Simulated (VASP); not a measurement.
# CsRbMg6 (Amm2) in VASP: reference runs

Reference runs on CsRbMg6: the cell as given and a disturbed copy.

All numbers are computed with VASP 6.6.1; they aren't measurements. Logs are shortened: lines on timing, memory, paths and dates and some standing lists are left out, and cuts for length are marked.

**1. The structure**

The structure is orthorhombic, space group Amm2 (No. 38). Conventional cell: a = 5.549 Å, b = 6.371 Å, c = 16.724 Å, α = 90.00°, β = 90.00°, γ = 90.00°. Around Cs (site symmetry mm2) lie 2 Rb at 3.19 Å. Around Rb (site symmetry mm2) lie 2 Cs at 3.19 Å. Around Mg (site symmetry mm2) lie 8 Mg at 3.10 to 3.35 Å. Mg (site symmetry mm2) is surrounded by 8 Mg at 3.19 to 3.38 Å. Mg (site symmetry m) has 6 Mg at 3.10 to 3.24 Å as nearest neighbours. Mg (site symmetry m) is surrounded by 8 Mg at 3.17 to 3.38 Å.

The cell comes from a database or a generator and needn't be the stable form of this composition.

**2. Single point, PBE**

INCAR reads:

```
PREC     = Accurate       # precision mode
ENCUT    = 520            # plane-wave cutoff, eV
EDIFF    = 1E-7           # SCF threshold, eV
ISMEAR   = -1             # smearing method
SIGMA    = 0.05           # smearing width, eV
LREAL    = False          # projectors in reciprocal space
LASPH    = True           # aspherical terms in the spheres
NELM     = 80             # most SCF steps
ALGO     = Normal         # electronic algorithm
ISIF     = 2              # what is computed and relaxed
LWAVE    = False          # write WAVECAR
LCHARG   = True           # write CHGCAR
GGA      = PE             # functional
LELF     = True           # ELF
LVHAR    = True         
NBANDS   = 25             # bands
```

KPOINTS reads:

```
Automatic mesh
0
Gamma
  5 5 5
```

POSCAR reads:

```
CsRbMg6
1.0
    5.5492690000      0.0000000000      0.0000000000
    0.0000000000      3.1856700000      8.3617890000
    0.0000000000     -3.1856700000      8.3617890000
Cs Rb Mg
1 1 6
Direct
    0.5000000000      0.6854360000      0.6854360000
    0.5000000000      0.1843120000      0.1843120000
    0.0000000000      0.8660920000      0.8660920000
    0.0000000000      0.3615340000      0.3615340000
    0.0000000000      0.2721710000      0.7794080000
    0.0000000000      0.7794080000      0.2721710000
    0.5000000000      0.1744410000      0.6766030000
    0.5000000000      0.6766030000      0.1744410000
```

Potentials or basis: VASP PAW PBE potentials, release 64 (Cs_sv, Rb_sv, Mg).

Run with:

```bash
$ cat potpaw_PBE.64/Cs_sv/POTCAR potpaw_PBE.64/Rb_sv/POTCAR potpaw_PBE.64/Mg/POTCAR > POTCAR
$ mpirun -np 1 vasp_std > vasp.out
```

OUTCAR:

```text
PREC = Accurate
   ENCUT = 520
   EDIFF = 1E-7
   ISMEAR = -1
   LREAL = False
   LASPH = True
   NELM = 80
   ISIF = 2
   GGA = PE

 ion  position               nearest neighbor table
   1  0.500  0.685  0.685-   2 3.19   2 3.19
   2  0.500  0.184  0.184-   1 3.19   1 3.19   4 4.06   4 4.06   6 4.15   5 4.15   5 4.15   6 4.15
                             8 4.34   7 4.34   8 4.61   7 4.61
   3  0.000  0.866  0.866-   5 3.10   6 3.10   4 3.19   4 3.19   7 3.35   8 3.35   7 3.35   8 3.35

   4  0.000  0.362  0.362-   3 3.19   3 3.19   5 3.19   6 3.19   7 3.38   8 3.38   7 3.38   8 3.38
                             2 4.06   2 4.06
   5  0.000  0.272  0.779-   3 3.10   6 3.14   4 3.19   6 3.23   7 3.24   7 3.24   2 4.15   2 4.15

   6  0.000  0.779  0.272-   3 3.10   5 3.14   4 3.19   5 3.23   8 3.24   8 3.24   2 4.15   2 4.15

   7  0.500  0.174  0.677-   8 3.17   8 3.20   5 3.24   5 3.24   3 3.35   3 3.35   4 3.38   4 3.38
                             2 4.34   2 4.61
   8  0.500  0.677  0.174-   7 3.17   7 3.20   6 3.24   6 3.24   3 3.35   3 3.35   4 3.38   4 3.38
                             2 4.34   2 4.61

  LATTYP: Found a base centered orthorhombic cell.
 ALAT       =     6.3713400000
 B/A-ratio  =     2.6248133046
 C/A-ratio  =     0.8709736099

  Lattice vectors:

 A1 = (   0.0000000000,   3.1856700000,  -8.3617890000)
 A2 = (   0.0000000000,   3.1856700000,   8.3617890000)
 A3 = (   5.5492690000,   0.0000000000,   0.0000000000)

Analysis of symmetry for initial positions (statically):
=====================================================================
 Subroutine PRICEL returns:
 Original cell was already a primitive cell.

 Routine SETGRP: Setting up the symmetry group for a
 base centered orthorhombic supercell.

 Subroutine GETGRP returns: Found  4 space group operations
 (whereof  4 operations were pure point group operations)
 out of a pool of  8 trial point group operations.

The static configuration has the point symmetry C_2v.

Analysis of symmetry for dynamics (positions and initial velocities):
=====================================================================
 Subroutine PRICEL returns:
 Original cell was already a primitive cell.

 Routine SETGRP: Setting up the symmetry group for a
 base centered orthorhombic supercell.

 Subroutine GETGRP returns: Found  4 space group operations
 (whereof  4 operations were pure point group operations)
 out of a pool of  8 trial point group operations.

The dynamic configuration has the point symmetry C_2v.

 Subroutine INISYM returns: Found  4 space group operations
 (whereof  4 operations are pure point group operations),
 and found     1 'primitive' translations

----------------------------------------------------------------------------------------

                                     Primitive cell

  volume of cell :     295.6417

  direct lattice vectors                    reciprocal lattice vectors
     5.549269000  0.000000000  0.000000000     0.180203915  0.000000000  0.000000000
     0.000000000  3.185670000  8.361789000     0.000000000  0.156952855  0.059795816
     0.000000000 -3.185670000  8.361789000     0.000000000 -0.156952855  0.059795816

  length of vectors
     5.549269000  8.948072900  8.948072900     0.180203915  0.167957549  0.167957549

  position of ions in fractional coordinates (direct lattice)
     0.500000000  0.685436000  0.685436000
     0.500000000  0.184312000  0.184312000
     0.000000000  0.866092000  0.866092000
     0.000000000  0.361534000  0.361534000
     0.000000000  0.272171000  0.779408000
     0.000000000  0.779408000  0.272171000
     0.500000000  0.174441000  0.676603000
     0.500000000  0.676603000  0.174441000

  ion indices of the primitive-cell ions
   primitive index   ion index
                 1           1
                 2           2
                 3           3
                 4           4
                 5           5
                 6           6
                 7           7
                 8           8

----------------------------------------------------------------------------------------

 KPOINTS: Automatic mesh

Automatic generation of k-mesh.
 Grid dimensions read from file:
 generate k-points for:    5    5    5

 Generating k-lattice:

  Cartesian coordinates                     Fractional coordinates (reciprocal lattice)
     0.036040783  0.000000000  0.000000000     0.200000000  0.000000000  0.000000000
     0.000000000  0.031390571  0.011959163     0.000000000  0.200000000  0.000000000
     0.000000000 -0.031390571  0.011959163     0.000000000  0.000000000  0.200000000

  Length of vectors
     0.036040783  0.033591510  0.033591510

  Shift w.r.t. Gamma in fractional coordinates (k-lattice)
     0.000000000  0.000000000  0.000000000

 Subroutine IBZKPT returns following result:
 ===========================================

 Found     27 irreducible k-points:

 Following reciprocal coordinates:
            Coordinates               Weight
  0.000000  0.000000  0.000000      1.000000
  0.200000  0.000000  0.000000      2.000000
  0.400000  0.000000  0.000000      2.000000
  0.000000  0.200000  0.000000      4.000000
  0.200000  0.200000  0.000000      8.000000
  0.400000  0.200000  0.000000      8.000000
[... 16 lines left out ...]
  0.200000  0.400000  0.400000      4.000000
  0.400000  0.400000  0.400000      4.000000
 [... further k-points ...]
   k-points           NKPTS =     27   k-points in BZ     NKDIM =     27   number of bands    NBANDS=     25
   number of dos      NEDOS =    301   number of ions     NIONS =      8
   total plane-waves  NPLWV = 205800
   dimension x,y,z NGX =    42 NGY =   70 NGZ =   70
   dimension x,y,z NGXF=    84 NGYF=  140 NGZF=  140
   ions per type =               1   1   6
   NGX,Y,Z   is equivalent  to a cutoff of  12.58, 13.01, 13.01 a.u.
   NGXF,Y,Z  is equivalent  to a cutoff of  25.16, 26.01, 26.01 a.u.
 SYSTEM =  unknown system
   PREC   = accura    normal or accurate (medium, high low for compatibility)
   ISTART =      0    job   : 0-new  1-cont  2-samecut
   ICHARG =      2    charge: 1-file 2-atom 10-const
   ISPIN  =      1    spin polarized calculation?
   LNONCOLLINEAR =      F non collinear calculations
   LSORBIT =      F    spin-orbit coupling
   LASPH  =      T    aspherical Exc in radial PAW
   ENCUT  =  520.0 eV  38.22 Ry    6.18 a.u.  10.32 16.64 16.64*2*pi/ulx,y,z
   NELM   =     80;   NELMIN=  2; NELMDL= -5     # of ELM steps
   EDIFF  = 0.1E-06   stopping-criterion for ELM
   LREAL  =      F    real-space projection
   EDIFFG = 0.1E-05   stopping-criterion for IOM
   NSW    =      0    number of steps for IOM
   IBRION =     -1    ionic relax: 0-MD 1-quasi-New 2-CG
   NFREE  =      0    steps in history (QN), initial steepest desc. (CG)
   ISIF   =      2    stress and relaxation
   ISYM   =      2    0-nonsym 1-usesym 2-fastsym
   POTIM  = 0.5000    time-step for ionic-motion
   TEBEG  =    0.0;   TEEND  =   0.0 temperature during run
   PSTRESS=    0.0 pullay stress
   NELECT =      30.0000    total number of electrons
   NUPDOWN=      -1.0000    fix difference up-down
   EMIN   =  10.00;   EMAX   =-10.00  energy-range for DOS
   EFERMI =   0.00;   METHOD = LEGACY
   ISMEAR =    -1;   SIGMA  =   0.05  broadening in eV -4-tet -1-fermi 0-gaus
   EFERMI_NEDOS =   21; number of points for ismear=-14 and -15
   IALGO  =     38    algorithm
   IMIX   =      4    mixing-type and parameters
     AMIX     =   0.40;   BMIX     =  1.00
     AMIX_MAG =   1.60;   BMIX_MAG =  1.00
  volume/ion in A,a.u.               =      36.96       249.39
  Fermi-wavevector in a.u.,A,eV,Ry     =   0.763590  1.442975  7.933136  0.583069
  Thomas-Fermi vector in A             =   1.863305
   LORBIT       =      0    0 simple, 1 ext, 2 COOP (PROOUT), +10 PAW based schemes
   GGA     = PE    functional components
   LHFCALC =     F    Hartree Fock is set to
   AEXX    =    0.0000 exact exchange contribution
   IVDW    =     0    specifies the selected vdW correction
   LEPSILON=     F    determine dielectric tensor
   LRPA    =     F    only Hartree local field effects (RPA)
 non-spin polarized calculation
  energy-cutoff  :      520.00
  volume of cell :      295.64
 maximum number of plane-waves:      7997
 NGX is ok and might be reduce to    42
   NGX = 21   NGY = 33   NGZ = 33

 number of electron      30.0000000 magnetization

 Free energy of the ion-electron system (eV)
  ---------------------------------------------------
  ext. energy  EPLUGINS =         0.00000000
  ---------------------------------------------------
  free energy    TOTEN  =        -8.54550429 eV

  energy without entropy =       -8.49837530  energy(sigma->0) =       -8.52193980

 E-fermi :   1.4395     XC(G=0):  -7.4076

 val. band max:        1.4197933164   @ k =   0.4000  -0.2000   0.2000
 cond. band min:       1.4408924760   @ k =   0.0000  -0.4000   0.2000
 fundamental gap:      0.0210991596
 Fermi energy:         1.4394540927

 k-point     1 :       0.0000    0.0000    0.0000
  band No.  band energies     occupation
      1     -27.4855      2.00000
      2     -22.0714      2.00000
      3     -12.4254      2.00000
      4     -11.4881      2.00000
      5     -11.4789      2.00000
      6      -8.7697      2.00000
[... 17 lines left out ...]
     24       4.0705      0.00000
     25       4.1741      0.00000

 k-point     2 :       0.2000    0.0000    0.0000
  band No.  band energies     occupation
      1     -27.4854      2.00000
      2     -22.0708      2.00000
      3     -12.4244      2.00000
      4     -11.4957      2.00000
      5     -11.4779      2.00000
      6      -8.7786      2.00000
[... 17 lines left out ...]
     24       4.1618      0.00000
     25       4.8494      0.00000

 k-point     3 :       0.4000    0.0000    0.0000
  band No.  band energies     occupation
      1     -27.4852      2.00000
      2     -22.0698      2.00000
      3     -12.4229      2.00000
      4     -11.5081      2.00000
      5     -11.4762      2.00000
      6      -8.8175      2.00000
[... 17 lines left out ...]
     24       4.2959      0.00000
     25       4.7651      0.00000

 k-point     4 :       0.0000    0.2000    0.0000
  band No.  band energies     occupation
      1     -27.4841      2.00000
      2     -22.0815      2.00000
      3     -12.2667      2.00000
      4     -11.4834      2.00000
      5     -11.4740      2.00000
      6      -8.7837      2.00000
[... 17 lines left out ...]
     24       4.1522      0.00000
     25       4.3157      0.00000
[... 477 lines left out ...]
 k-point    22 :       0.0000    0.4000    0.4000
  band No.  band energies     occupation
      1     -27.4855      2.00000
      2     -22.0713      2.00000
      3     -12.4254      2.00000
      4     -11.4881      2.00000
      5     -11.4793      2.00000
      6      -8.7718      2.00000
[... 17 lines left out ...]
     24       4.2664      0.00000
     25       4.3295      0.00000

 k-point    23 :       0.2000    0.4000    0.4000
  band No.  band energies     occupation
      1     -27.4854      2.00000
      2     -22.0708      2.00000
      3     -12.4245      2.00000
      4     -11.4957      2.00000
      5     -11.4782      2.00000
      6      -8.7785      2.00000
[... 17 lines left out ...]
     24       4.1171      0.00000
     25       4.3242      0.00000

 k-point    24 :       0.4000    0.4000    0.4000
  band No.  band energies     occupation
      1     -27.4852      2.00000
      2     -22.0698      2.00000
      3     -12.4229      2.00000
      4     -11.5080      2.00000
      5     -11.4765      2.00000
      6      -8.8172      2.00000
[... 17 lines left out ...]
     24       4.3517      0.00000
     25       4.5379      0.00000

 [... further k-points ...]

------------------------ aborting loop because EDIFF is reached ----------------------------------------

  FORCE on cell =-STRESS in cart. coord.  units (eV):
  Direction    XX          YY          ZZ          XY          YZ          ZX
  --------------------------------------------------------------------------------------
  -------------------------------------------------------------------------------------
  Total       -3.7080686      4.1469033     -1.7805387      0.0000000      0.0000000      0.0000000
  in kB      -20.0952115     22.4733971     -9.6493097      0.0000000      0.0000000      0.0000000
  external PRESSURE =      -2.4237080 kB  Pullay stress =       0.0000000 kB

 VOLUME and BASIS-vectors are now :
 -----------------------------------------------------------------------------
  energy-cutoff  :      520.00
  volume of cell :      295.64
      direct lattice vectors                 reciprocal lattice vectors
     5.549269000  0.000000000  0.000000000     0.180203915  0.000000000  0.000000000
     0.000000000  3.185670000  8.361789000     0.000000000  0.156952855  0.059795816
     0.000000000 -3.185670000  8.361789000     0.000000000 -0.156952855  0.059795816

 POSITION                                       TOTAL-FORCE (eV/Angst)
 -----------------------------------------------------------------------------------
      2.77463      0.00000     11.46294         0.000000     -0.000000      0.002591
      2.77463      0.00000      3.08236         0.000000     -0.000000     -0.029699
      0.00000      0.00000     14.48416         0.000000     -0.000000      0.033850
      0.00000      0.00000      6.04614         0.000000     -0.000000      0.098283
      0.00000     -1.61589      8.79308         0.000000      0.087741     -0.020305
      0.00000      1.61589      8.79308         0.000000     -0.087741     -0.020305
      2.77463     -1.59972      7.11625         0.000000      0.024498     -0.032207
      2.77463      1.59972      7.11625         0.000000     -0.024498     -0.032207
 -----------------------------------------------------------------------------------
    total drift:                                0.000000      0.000000     -0.000727

  FREE ENERGIE OF THE ION-ELECTRON SYSTEM (eV)
  ---------------------------------------------------
  free  energy   TOTEN  =        -8.5455042946 eV

  energy  without entropy=       -8.4983752969  energy(sigma->0) =       -8.52193980
```

It took 3.5 min on 1 thread of AMD EPYC 9R45 (Zen 5), shared host; peak memory 0.58 GiB.

Results:

```
Free energy            : -8.5455 eV
Pressure               : -0.2 GPa
Largest force          : 0.098 eV/Å
Band gap on the k mesh : none (metal or under the smearing width)
```

Forces in eV/Å, atoms in the order of the input:
```
Cs   0.000  0.000  0.003
Rb   0.000  0.000 -0.030
Mg   0.000  0.000  0.034
Mg   0.000  0.000  0.098
Mg   0.000  0.088 -0.020
Mg   0.000 -0.088 -0.020
Mg   0.000  0.024 -0.032
Mg   0.000 -0.024 -0.032
```

[end of part 1 of 2]
